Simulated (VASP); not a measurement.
A convergence study with VASP on I (space group no. 64 when undisturbed): a few settings are varied, all else stays as given below, so the limit is that of these other settings. One atom is moved off its site, so that forces are finite.

```
I
1.0
    2.40218    -3.64590     0.00000
    2.40218     3.64590     0.00000
    0.00000     0.00000     9.81937
I
4
Direct
  0.84600   0.84600   0.88809
  0.65400   0.65400   0.38300
  0.34600   0.34600   0.61700
  0.15400   0.15400   0.11700
```

Method: PBE GGA, VASP's PBE PAW potentials (set 64) (plane waves; VASP). The last row used: 300 eV cut-off, 18×18×8 Γ-centred mesh shifted by (0.5, 0.5, 0.5), Fermi-Dirac smearing of 0.020 eV, potentials I.

Unless said otherwise, spin-orbit coupling is left out, though it shifts the bands of the heavy elements here. Gaps are read on the run's mesh, which can miss a band edge.

```json
[
 {"setting": "2×2×1 mesh", "E (eV/atom)": "-1.4461", "pressure (GPa)": "1.17", "largest force (eV/Å)": "0.413", "gap on the mesh (eV)": "1.492", "irreducible k-points": "2"},
 {"setting": "3×3×1 mesh", "E (eV/atom)": "-1.4447", "pressure (GPa)": "1.35", "largest force (eV/Å)": "0.709", "gap on the mesh (eV)": "1.484", "irreducible k-points": "4"},
 {"setting": "3×3×2 mesh", "E (eV/atom)": "-1.4828", "pressure (GPa)": "1.05", "largest force (eV/Å)": "0.758", "gap on the mesh (eV)": "1.342", "irreducible k-points": "6"},
 {"setting": "4×4×2 mesh", "E (eV/atom)": "-1.4838", "pressure (GPa)": "1.05", "largest force (eV/Å)": "0.787", "gap on the mesh (eV)": "1.347", "irreducible k-points": "10"},
 {"setting": "5×5×2 mesh", "E (eV/atom)": "-1.4831", "pressure (GPa)": "1.05", "largest force (eV/Å)": "0.780", "gap on the mesh (eV)": "1.292", "irreducible k-points": "15"},
 {"setting": "6×6×3 mesh", "E (eV/atom)": "-1.4818", "pressure (GPa)": "1.07", "largest force (eV/Å)": "0.772", "gap on the mesh (eV)": "1.232", "irreducible k-points": "33"},
 {"setting": "7×7×3 mesh", "E (eV/atom)": "-1.4818", "pressure (GPa)": "1.07", "largest force (eV/Å)": "0.771", "gap on the mesh (eV)": "1.264", "irreducible k-points": "44"},
 {"setting": "8×8×4 mesh", "E (eV/atom)": "-1.4819", "pressure (GPa)": "1.07", "largest force (eV/Å)": "0.772", "gap on the mesh (eV)": "1.269", "irreducible k-points": "72"},
 {"setting": "9×9×4 mesh", "E (eV/atom)": "-1.4819", "pressure (GPa)": "1.07", "largest force (eV/Å)": "0.772", "gap on the mesh (eV)": "1.244", "irreducible k-points": "90"},
 {"setting": "10×10×4 mesh", "E (eV/atom)": "-1.4819", "pressure (GPa)": "1.07", "largest force (eV/Å)": "0.772", "gap on the mesh (eV)": "1.234", "irreducible k-points": "110"},
 {"setting": "11×11×5 mesh", "E (eV/atom)": "-1.4819", "pressure (GPa)": "1.07", "largest force (eV/Å)": "0.772", "gap on the mesh (eV)": "1.217", "irreducible k-points": "168"},
 {"setting": "12×12×5 mesh", "E (eV/atom)": "-1.4819", "pressure (GPa)": "1.07", "largest force (eV/Å)": "0.772", "gap on the mesh (eV)": "1.189", "irreducible k-points": "198"},
 {"setting": "13×13×6 mesh", "E (eV/atom)": "-1.4819", "pressure (GPa)": "1.07", "largest force (eV/Å)": "0.772", "gap on the mesh (eV)": "1.210", "irreducible k-points": "273"},
 {"setting": "15×15×6 mesh", "E (eV/atom)": "-1.4819", "pressure (GPa)": "1.07", "largest force (eV/Å)": "0.772", "gap on the mesh (eV)": "1.212", "irreducible k-points": "360"},
 {"setting": "16×16×7 mesh", "E (eV/atom)": "-1.4819", "pressure (GPa)": "1.07", "largest force (eV/Å)": "0.772", "gap on the mesh (eV)": "1.190", "irreducible k-points": "480"},
 {"setting": "18×18×8 mesh", "E (eV/atom)": "-1.4819", "pressure (GPa)": "1.07", "largest force (eV/Å)": "0.772", "gap on the mesh (eV)": "1.203", "irreducible k-points": "684"}
]
```

Left out are rungs that failed or repeat a setting and relaxations that didn't move; long series are thinned to 24 rows.

The structure is a typed I crystal (space group no. 64). The cell was not relaxed at this level, it is distorted from the ideal structure.
